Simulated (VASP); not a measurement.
Consider the following.

```
CsCl
1.0
    4.05429     0.00000     0.00000
    0.00000     4.05429     0.00000
    0.00000     0.00000     4.05429
Cs Cl
1 1
Direct
  0.00000   0.00000   0.00000
  0.50000   0.50000   0.50000
```

Computed with LDA (Ceperley-Alder, Perdew-Zunger), VASP's LDA PAW potentials (set 64) (plane waves; VASP). Settings: 520 eV cut-off, 7×7×7 Γ-centred mesh, Gaussian smearing of 0.050 eV, potentials Cs_sv Cl.

### Question
Give the stress tensor in GPa (positive for a compressed cell).

### Answer

```
-1.26   0.00   0.00
 0.00  -1.26   0.00
 0.00   0.00  -1.26
```
The pressure is its mean diagonal, -1.26 GPa.

The compound is CsCl in the CsCl type structure. This cell is one point of a volume scan, at 1.06 of the reference volume.
